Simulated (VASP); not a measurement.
Calculation: vdW-DF-cx, VASP's PBE PAW potentials (set 64) (plane waves; VASP).

Input for VASP

**INCAR**
```
! general
SYSTEM   = MgB2
PREC     = Accurate
ENCUT    = 520
LREAL    = .FALSE.
LASPH    = .TRUE.

! electronic loop
EDIFF    = 1E-7
NELM     = 100
ALGO     = Normal

! smearing
ISMEAR   = 1
SIGMA    = 0.1

! functional
GGA      = CX
LUSE_VDW = .TRUE.
AGGAC    = 0.0

! ions
IBRION   = 2
NSW      = 30
ISIF     = 4
EDIFFG   = -0.01

! output
LWAVE    = .FALSE.
LCHARG   = .FALSE.
```

### POSCAR
```
MgB2
1
    1.5731965787    -2.7248558993     0.0000000000
    1.5731965787     2.7248558993     0.0000000000
    0.0000000000     0.0000000000     3.5517777983
Mg B
1 2
Direct
  0.0000000000   0.0000000000   1.0000000000
  0.3333330000   0.6666670000   0.5000000000
  0.6666670000   0.3333330000   0.5000000000
```

### KPOINTS
```
K-points
0
G
  11 11 9
```

POTCAR, in this order: Mg B (PBE.64 set). Program: vasp_std.

The run wrote:

**OSZICAR**
```
       N       E                     dE             d eps       ncg     rms          rms(c)
DAV:   1     0.883862309620E+01    0.88386E+01   -0.38325E+03  1320   0.834E+02
DAV:   2    -0.139558699689E+02   -0.22794E+02   -0.21677E+02  1840   0.107E+02
DAV:   3    -0.142470535193E+02   -0.29118E+00   -0.28669E+00  1584   0.150E+01
DAV:   4    -0.142476223113E+02   -0.56879E-03   -0.56875E-03  2072   0.613E-01
DAV:   5    -0.142476224850E+02   -0.17373E-06   -0.17420E-06  1616   0.893E-03    0.491E+00
DAV:   6    -0.130963995480E+02    0.11512E+01   -0.19069E+00  1392   0.723E+00    0.244E+00
DAV:   7    -0.128961759037E+02    0.20022E+00   -0.11761E+00  1520   0.568E+00    0.735E-01
DAV:   8    -0.128973793778E+02   -0.12035E-02   -0.17474E-01  1440   0.246E+00    0.522E-01
DAV:   9    -0.128859021487E+02    0.11477E-01   -0.38530E-02  1496   0.110E+00    0.586E-02
DAV:  10    -0.128859530041E+02   -0.50855E-04   -0.10917E-03  1808   0.245E-01    0.355E-02
DAV:  11    -0.128859214725E+02    0.31532E-04   -0.22894E-04  1368   0.864E-02    0.693E-03
DAV:  12    -0.128859187663E+02    0.27063E-05   -0.10357E-05  1592   0.210E-02    0.111E-03
DAV:  13    -0.128859187514E+02    0.14859E-07   -0.44328E-07  1800   0.450E-03
   1 F= -.12885919E+02 E0= -.12885633E+02  d E =-.128859E+02
       N       E                     dE             d eps       ncg     rms          rms(c)
DAV:   1    -0.129026355011E+02   -0.16717E-01   -0.23284E-01  1784   0.370E+00    0.297E-01
DAV:   2    -0.128973803245E+02    0.52552E-02   -0.11913E-02  1736   0.675E-01    0.107E-01
DAV:   3    -0.128967013895E+02    0.67894E-03   -0.24440E-03  1616   0.270E-01    0.286E-02
DAV:   4    -0.128966788808E+02    0.22509E-04   -0.98248E-05  1744   0.775E-02    0.422E-03
DAV:   5    -0.128966779426E+02    0.93822E-06   -0.38201E-06  1544   0.132E-02    0.105E-03
DAV:   6    -0.128966780749E+02   -0.13231E-06   -0.12935E-07  1496   0.313E-03    0.243E-04
DAV:   7    -0.128966780719E+02    0.30709E-08   -0.17269E-08   776   0.759E-04
   2 F= -.12896678E+02 E0= -.12896686E+02  d E =-.107593E-01
       N       E                     dE             d eps       ncg     rms          rms(c)
DAV:   1    -0.128981338705E+02   -0.14558E-02   -0.24604E-02  1768   0.121E+00    0.988E-02
DAV:   2    -0.128975852447E+02    0.54863E-03   -0.12196E-03  1768   0.217E-01    0.422E-02
DAV:   3    -0.128974938249E+02    0.91420E-04   -0.37269E-04  1576   0.103E-01    0.104E-02
DAV:   4    -0.128974914802E+02    0.23447E-05   -0.12969E-05  1608   0.280E-02    0.183E-03
DAV:   5    -0.128974913477E+02    0.13250E-06   -0.67870E-07  1568   0.494E-03    0.463E-04
DAV:   6    -0.128974913622E+02   -0.14483E-07   -0.24343E-08   960   0.126E-03
   3 F= -.12897491E+02 E0= -.12897587E+02  d E =-.115726E-01
```

### OUTCAR
```
------------------------ aborting loop because EDIFF is reached ----------------------------------------
  FORCE on cell =-STRESS in cart. coord.  units (eV):
  Direction    XX          YY          ZZ          XY          YZ          ZX
  --------------------------------------------------------------------------------------
  Total       -1.3838163     -1.3838158     -1.3812973      0.0000000      0.0000000      0.0000000
  in kB      -72.8092744    -72.8092497    -72.6767392      0.0000000      0.0000000      0.0000000
  external PRESSURE =     -72.7650878 kB  Pullay stress =       0.0000000 kB
  volume of cell :       30.45
      direct lattice vectors                 reciprocal lattice vectors
     1.559854989 -2.701747634  0.000000000     0.320542617 -0.185065398  0.000000000
     1.559854989  2.701747634 -0.000000000     0.320542617  0.185065398  0.000000000
    -0.000000000 -0.000000000  3.612794969     0.000000000  0.000000000  0.276794008
 POSITION                                       TOTAL-FORCE (eV/Angst)
 -----------------------------------------------------------------------------------
     -0.00000     -0.00000      3.61279        -0.000000     -0.000000      0.000000
      1.55985      0.90058      1.80640         0.000000      0.000000      0.000000
      1.55985     -0.90058      1.80640        -0.000000     -0.000000      0.000000
 -----------------------------------------------------------------------------------
    total drift:                                0.000000     -0.000000      0.000000
  FREE ENERGIE OF THE ION-ELECTRON SYSTEM (eV)
  ---------------------------------------------------
  free  energy   TOTEN  =       -12.8974913622 eV

  energy  without entropy=      -12.8977772658  energy(sigma->0) =      -12.89758666

 reached required accuracy - stopping structural energy minimisation
```
(Selected blocks of OUTCAR.)

CONTCAR:
```
MgB2
   1.00000000000000
     1.5598549888533162   -2.7017476342964355    0.0000000000000000
     1.5598549888533162    2.7017476342964355   -0.0000000000000000
    -0.0000000000000000   -0.0000000000000000    3.6127949685134770
  Mg              B
     1     2
Direct
     0.0000000000000000    0.0000000000000000    1.0000000000000000
     0.3333330000000032    0.6666669999999968    0.5000000000000000
     0.6666669999999968    0.3333330000000032    0.5000000000000000
```

The compound is MgB2 in the AlB2 type structure. This cell is one point of a volume scan, at 1.06 of the reference volume. Symmetry was kept, so distortions that lower it aren't found.
